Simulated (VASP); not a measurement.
A convergence study with VASP on GaSb (zinc blende): one setting is varied, all else stays as given below, so the limit is that of these other settings. Each run relaxes cell and ions from the cell shown.

```
GaSb
1.0
    0.00000     3.05000     3.05000
    3.05000     0.00000     3.05000
    3.05000     3.05000     0.00000
Ga Sb
1 1
Cartesian
  0.00000   0.00000   0.00000
  1.52500   1.52500   1.52500
```

The numbers are results of PBE GGA, VASP's PBE PAW potentials (set 64) (plane waves; VASP), not measurements. The tightest run used: 550 eV cut-off, 11×11×11 Γ-centred mesh, Gaussian smearing of 0.050 eV, potentials Ga_d Sb.

Task: The settings run are 2×2×2 mesh; 3×3×3 mesh; 4×4×4 mesh; 5×5×5 mesh; 7×7×7 mesh; 8×8×8 mesh; 9×9×9 mesh; 10×10×10 mesh; 11×11×11 mesh. From which on does the relaxed volume stay within 0.1 Å³/atom of the tightest run?

Result: From 7×7×7 mesh on: it is off by 0.009 there and by no more than 0.1 in any finer run, while 5×5×5 mesh is off by 0.144.
```
setting        relaxed volume (Å³/atom)  E (eV/atom)  irreducible k-points  difference judged (Å³/atom)
-------------  ------------------------  -----------  --------------------  ---------------------------
2×2×2 mesh                       38.131      -2.7252                     3                        8.097
3×3×3 mesh                       31.484      -3.4117                     4                        1.450
4×4×4 mesh                       30.468      -3.5947                     8                        0.434
5×5×5 mesh                       30.178      -3.6513                    10                        0.144
7×7×7 mesh                       30.042      -3.6796                    20                        0.009
8×8×8 mesh                       30.029      -3.6831                    29                        0.005
9×9×9 mesh                       30.041      -3.6848                    35                        0.007
10×10×10 mesh                    30.036      -3.6857                    47                        0.002
11×11×11 mesh                    30.034      -3.6862                    56                        0.000
```

Left out are rungs that failed or repeat a setting and relaxations that didn't move; long series are thinned to 24 rows.

The compound is GaSb in the zinc blende structure.
